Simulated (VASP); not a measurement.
Input for VASP

### INCAR
```
SYSTEM = Li
PREC = Accurate
ENCUT = 520
EDIFF = 1E-6
NELM = 25
ALGO = VeryFast
LREAL = .FALSE.
LASPH = .TRUE.
ISMEAR = 1
SIGMA = 0.1
GGA = PE
LWAVE = .FALSE.
LCHARG = .FALSE.
ISIF = 2
HFSCREEN = 0.2
AEXX = 0.25
LHFCALC = .TRUE.
PRECFOCK = Fast
ISYM = 3
```

KPOINTS:
```
Automatic mesh
0
Gamma
2 2 2
0 0 0
```

File POSCAR:
```
Li
1
    0.0000000000     2.9566540000     2.9566540000
    2.9566540000     0.0000000000     2.9566540000
    2.9566540000     2.9566540000     0.0000000000
Li
2
Direct
  0.7500000000   0.7500000000   0.7500000000
  0.5000000000   0.5000000000   0.5000000000
```

POTCAR, in this order: Li_sv (PBE.64 set). Program: vasp_std.

The resulting files:

standard output:
```
 POSCAR found type information on POSCAR Li
 POSCAR found :  1 types and       2 ions
 Reading from existing POTCAR
 Reading from existing POTCAR
 LDA part: xc-table for (Slater+PW92), standard interpolation
 POSCAR, INCAR and KPOINTS ok, starting setup
 WAVECAR not read
 entering main loop
       N       E                     dE             d eps       ncg     rms          rms(c)
RMM:   1    -0.375387939830E+02   -0.37539E+02   -0.27819E+03    21   0.661E+02
RMM:   2     0.221038862490E+02    0.59643E+02   -0.16735E+02    21   0.133E+02
RMM:   3     0.195616841842E+02   -0.25422E+01   -0.58825E+01    21   0.784E+01
RMM:   4     0.171125602791E+02   -0.24491E+01   -0.98869E+01    21   0.551E+01
RMM:   5     0.166073850135E+02   -0.50518E+00   -0.55212E+01    21   0.535E+01
RMM:   6     0.188736148927E+02    0.22662E+01   -0.32769E+01    21   0.451E+01
RMM:   7     0.137752732763E+02   -0.50983E+01   -0.83897E+01    21   0.454E+01
RMM:   8     0.174702569852E+02    0.36950E+01   -0.27880E+01    21   0.413E+01
RMM:   9     0.175213201056E+02    0.51063E-01   -0.17471E+01    81   0.311E+01
RMM:  10     0.170236287513E+02   -0.49769E+00   -0.77272E+00    78   0.245E+01
RMM:  11     0.168270055617E+02   -0.19662E+00   -0.42497E+00    78   0.195E+01
RMM:  12     0.166852257604E+02   -0.14178E+00   -0.29028E+00    75   0.131E+01    0.252E+00
RMM:  13     0.341021177855E+02    0.17417E+02   -0.77203E-01    66   0.107E+01    0.106E+00
RMM:  14     0.337148776611E+02   -0.38724E+00   -0.22856E+00    70   0.941E+00    0.247E-01
RMM:  15     0.337450114261E+02    0.30134E-01   -0.10924E+00    71   0.870E+00    0.443E-01
RMM:  16     0.336924189952E+02   -0.52592E-01   -0.77609E-01    72   0.731E+00    0.540E-01
RMM:  17     0.337068152070E+02    0.14396E-01   -0.12614E-01    69   0.635E+00    0.401E-01
RMM:  18     0.337149662896E+02    0.81511E-02   -0.11508E-01    72   0.615E+00    0.285E-01
RMM:  19     0.337144963272E+02   -0.46996E-03   -0.12141E-01    74   0.615E+00    0.165E-01
RMM:  20     0.337021774353E+02   -0.12319E-01   -0.15638E-01    77   0.613E+00    0.138E-01
RMM:  21     0.336924769864E+02   -0.97004E-02   -0.11584E-01    75   0.592E+00    0.933E-02
RMM:  22     0.336897712074E+02   -0.27058E-02   -0.11005E-01    76   0.583E+00    0.678E-02
RMM:  23     0.336846319853E+02   -0.51392E-02   -0.11886E-01    79   0.578E+00    0.660E-02
RMM:  24     0.336820202088E+02   -0.26118E-02   -0.10201E-01    78   0.565E+00    0.452E-02
RMM:  25     0.336804888132E+02   -0.15314E-02   -0.10922E-01    77   0.566E+00

 -----------------------------------------------------------------------------
|                                                                             |
|           W    W    AA    RRRRR   N    N  II  N    N   GGGG   !!!           |
|           W    W   A  A   R    R  NN   N  II  NN   N  G    G  !!!           |
|           W    W  A    A  R    R  N N  N  II  N N  N  G       !!!           |
|           W WW W  AAAAAA  RRRRR   N  N N  II  N  N N  G  GGG   !            |
|           WW  WW  A    A  R   R   N   NN  II  N   NN  G    G                |
|           W    W  A    A  R    R  N    N  II  N    N   GGGG   !!!           |
|                                                                             |
|     The electronic self-consistency was not achieved in the given           |
|     number of steps (NELM). The forces and other quantities evaluated       |
|     might not be reliable so examine the results carefully. If you find     |
|     spurious results, we suggest increasing NELM, if you were close to      |
|     convergence or switching to a different ALGO or adjusting the           |
|     density mixing parameters otherwise.                                    |
|                                                                             |
 -----------------------------------------------------------------------------

   1 F= 0.33680489E+02 E0= 0.33679494E+02  d E =0.298449E-02
```

**OUTCAR**
```
------------------------ aborting loop EDIFF was not reached (unconverged)  ----------------------------
  FORCE on cell =-STRESS in cart. coord.  units (eV):
  Direction    XX          YY          ZZ          XY          YZ          ZX
  --------------------------------------------------------------------------------------
  Total       17.8690855     17.8690855     17.8690855      0.0000000      0.0000000      0.0000000
  in kB      553.8362766    553.8362766    553.8362766      0.0000000      0.0000000      0.0000000
  external PRESSURE =     553.8362766 kB  Pullay stress =       0.0000000 kB
  volume of cell :       51.69
      direct lattice vectors                 reciprocal lattice vectors
     0.000000000  2.956654000  2.956654000    -0.169110082  0.169110082  0.169110082
     2.956654000  0.000000000  2.956654000     0.169110082 -0.169110082  0.169110082
     2.956654000  2.956654000  0.000000000     0.169110082  0.169110082 -0.169110082
 POSITION                                       TOTAL-FORCE (eV/Angst)
 -----------------------------------------------------------------------------------
      4.43498      4.43498      4.43498        -0.000000     -0.000000     -0.000000
      2.95665      2.95665      2.95665         0.000000      0.000000      0.000000
 -----------------------------------------------------------------------------------
    total drift:                               -0.038353     -0.019793     -0.024909
  FREE ENERGIE OF THE ION-ELECTRON SYSTEM (eV)
  ---------------------------------------------------
  free  energy   TOTEN  =        33.6804888132 eV

  energy  without entropy=       33.6775043272  energy(sigma->0) =       33.67949398

  exchange ACFDT corr.  =         0.00017903  see jH, gK, PRB 81, 115126
```
(Selected blocks of OUTCAR.)

**Question.** Read the log: what went wrong, and how is it fixed?

**Answer.** The cause: a hybrid functional was run with ALGO = VeryFast. Convergence was not reached. Against the sound run, the energy per atom (σ→0) increases by 18.053 eV/atom; the pressure increases by 53.76 GPa. To mend it, set ALGO = Normal.

The mended run (HSE06 screened hybrid, plane waves, VASP's PBE PAW potentials (set 64)) converges, and its OSZICAR ends with
```
   1 F= -.24292380E+01 E0= -.24257995E+01  d E =-.103154E-01
```

The structure was generated: Li was put into the diamond type (Fd-3m), which need not be its known phase. The cell was not relaxed at this level.
